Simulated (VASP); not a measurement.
Output of a VASP run:

OUTCAR:
```
 ion  position               nearest neighbor table
   1  0.000  0.000  0.000-
  LATTYP: Found a body centered cubic cell.
 ALAT       =     5.4850120136
 Subroutine PRICEL returns:
 Original cell was already a primitive cell.
 Subroutine GETGRP returns: Found 48 space group operations
The static configuration has the point symmetry O_h .
The dynamic configuration has the point symmetry O_h .
 Subroutine INISYM returns: Found 48 space group operations
 Subroutine IBZKPT returns following result:
 Found     47 irreducible k-points:

 Following reciprocal coordinates:
            Coordinates               Weight
  0.000000  0.000000  0.000000      1.000000
  0.100000  0.000000  0.000000     12.000000
  0.200000  0.000000  0.000000     12.000000
  0.300000  0.000000  0.000000     12.000000
  0.400000  0.000000  0.000000     12.000000
  0.500000  0.000000  0.000000      6.000000
  0.100000  0.100000  0.000000     24.000000
  0.200000  0.100000  0.000000     48.000000
  0.300000  0.100000  0.000000     48.000000
  0.400000  0.100000  0.000000     48.000000
  0.200000  0.200000  0.000000     24.000000
  0.300000  0.200000  0.000000     48.000000
  0.400000  0.200000  0.000000     24.000000
  0.300000  0.300000  0.000000     24.000000
  0.100000  0.100000  0.100000      8.000000
  0.200000  0.100000  0.100000     24.000000
  0.300000  0.100000  0.100000     24.000000
  0.400000  0.100000  0.100000     12.000000
 -0.100000  0.100000  0.100000      6.000000
  0.200000  0.200000  0.100000     24.000000
  0.300000  0.200000  0.100000     48.000000
 -0.200000  0.200000  0.100000     24.000000
  0.300000  0.300000  0.100000      8.000000
 -0.300000  0.300000  0.100000     24.000000
 -0.200000  0.300000  0.100000     24.000000
 -0.400000  0.400000  0.100000     24.000000
 -0.300000  0.400000  0.100000     48.000000
  0.500000  0.500000  0.100000     12.000000
 -0.400000  0.500000  0.100000     48.000000
 -0.300000  0.500000  0.100000     24.000000
 -0.400000 -0.400000  0.100000     24.000000
  0.200000  0.200000  0.200000      8.000000
  0.300000  0.200000  0.200000     12.000000
 -0.200000  0.200000  0.200000      6.000000
 -0.300000  0.300000  0.200000     24.000000
 -0.400000  0.400000  0.200000     24.000000
 -0.300000  0.400000  0.200000     24.000000
  0.500000  0.500000  0.200000     12.000000
 -0.400000  0.500000  0.200000     48.000000
 -0.400000 -0.400000  0.200000      8.000000
   k-points           NKPTS =     47   k-points in BZ     NKDIM =     47   number of bands    NBANDS=      8
   number of dos      NEDOS =    301   number of ions     NIONS =      1
   total plane-waves  NPLWV =  46656
   dimension x,y,z NGX =    36 NGY =   36 NGZ =   36
   dimension x,y,z NGXF=    72 NGYF=   72 NGZF=   72
   ions per type =               1
   PREC   = accura    normal or accurate (medium, high low for compatibility)
   ISTART =      0    job   : 0-new  1-cont  2-samecut
   ICHARG =      2    charge: 1-file 2-atom 10-const
   ISPIN  =      1    spin polarized calculation?
   LNONCOLLINEAR =      F non collinear calculations
   LSORBIT =      F    spin-orbit coupling
   INIWAV =      1    electr: 0-lowe 1-rand  2-diag
   ENCUT  =  520.0 eV  38.22 Ry    6.18 a.u.   8.83  8.83  8.83*2*pi/ulx,y,z
   NELM   =    100;   NELMIN=  2; NELMDL= -5     # of ELM steps
   EDIFF  = 0.1E-06   stopping-criterion for ELM
   LREAL  =      F    real-space projection
   NLSPLINE    = F    spline interpolate recip. space projectors
   LMAXMIX     =    4 max onsite mixed and CHGCAR
   VOSKOWN=      0    Vosko Wilk Nusair interpolation
   EDIFFG = 0.1E-05   stopping-criterion for IOM
   NSW    =      0    number of steps for IOM
   NBLOCK =      1;   KBLOCK =      1    inner block; outer block
   IBRION =     -1    ionic relax: 0-MD 1-quasi-New 2-CG
   NFREE  =      0    steps in history (QN), initial steepest desc. (CG)
...
```

### OSZICAR
```
       N       E                     dE             d eps       ncg     rms          rms(c)
DAV:   1     0.447984338999E+02    0.44798E+02   -0.34090E+03   752   0.830E+02
DAV:   2     0.142935942215E+01   -0.43369E+02   -0.42970E+02   808   0.139E+02
DAV:   3    -0.985871820892E+00   -0.24152E+01   -0.24054E+01  1024   0.378E+01
DAV:   4    -0.105321837311E+01   -0.67347E-01   -0.67295E-01  1208   0.505E+00
DAV:   5    -0.105398475018E+01   -0.76638E-03   -0.76630E-03  1160   0.389E-01    0.139E+00
DAV:   6    -0.105292255276E+01    0.10622E-02   -0.20760E-03  1184   0.293E-01    0.842E-01
DAV:   7    -0.105270995807E+01    0.21259E-03   -0.33371E-03  1088   0.360E-01    0.508E-02
DAV:   8    -0.105273260933E+01   -0.22651E-04   -0.15058E-04  1120   0.116E-01    0.974E-03
DAV:   9    -0.105273622726E+01   -0.36179E-05   -0.70408E-06  1192   0.188E-02    0.527E-03
DAV:  10    -0.105273650720E+01   -0.27994E-06   -0.14412E-06  1136   0.751E-03    0.710E-04
DAV:  11    -0.105273651194E+01   -0.47398E-08   -0.61082E-08   704   0.197E-03
   1 F= -.10527365E+01 E0= -.10524017E+01  d E =-.100456E-02
```

File OUTCAR:
```
------------------------ aborting loop because EDIFF is reached ----------------------------------------
  FORCE on cell =-STRESS in cart. coord.  units (eV):
  Direction    XX          YY          ZZ          XY          YZ          ZX
  --------------------------------------------------------------------------------------
  Total       -0.0960796     -0.0960796     -0.0960796      0.0000000      0.0000000      0.0000000
  in kB       -1.8656878     -1.8656878     -1.8656878      0.0000000      0.0000000      0.0000000
  external PRESSURE =      -1.8656878 kB  Pullay stress =       0.0000000 kB
  volume of cell :       82.51
      direct lattice vectors                 reciprocal lattice vectors
    -2.742506007  2.742506007  2.742506007     0.000000000  0.182315006  0.182315006
     2.742506007 -2.742506007  2.742506007     0.182315006  0.000000000  0.182315006
     2.742506007  2.742506007 -2.742506007     0.182315006  0.182315006  0.000000000
 POSITION                                       TOTAL-FORCE (eV/Angst)
 -----------------------------------------------------------------------------------
      0.00000      0.00000      0.00000        -0.000000     -0.000000      0.000000
 -----------------------------------------------------------------------------------
    total drift:                               -0.000000     -0.000000      0.000000
  FREE ENERGIE OF THE ION-ELECTRON SYSTEM (eV)
  ---------------------------------------------------
  free  energy   TOTEN  =        -1.0527365119 eV

  energy  without entropy=       -1.0517319535  energy(sigma->0) =       -1.05240166
```
(Selected blocks of OUTCAR.)

**POSCAR**
```
Rb
1
   -2.7425060068     2.7425060068     2.7425060068
    2.7425060068    -2.7425060068     2.7425060068
    2.7425060068     2.7425060068    -2.7425060068
Rb
1
Direct
  1.0000000000   1.0000000000   1.0000000000
```

Question: Write an INCAR and KPOINTS that could have produced this output.

Answer: This is not unique; one that fits is the input of the run itself, LDA (Ceperley-Alder, Perdew-Zunger), plane waves, VASP's LDA PAW potentials (set 64).

**INCAR**
```
SYSTEM = Rb
PREC = Accurate
ENCUT = 520
EDIFF = 1E-7
NELM = 100
ALGO = Normal
LREAL = .FALSE.
LASPH = .TRUE.
ISMEAR = 1
SIGMA = 0.1
LMAXMIX = 4
LWAVE = .FALSE.
LCHARG = .FALSE.
ISIF = 2
```

### KPOINTS
```
Automatic mesh
0
G
  10 10 10
```

POTCAR, in this order: Rb_sv (LDA.64 set). Program: vasp_std.

The compound is Rb in the bcc structure. This cell is one point of a volume scan, at 1.06 of the reference volume.
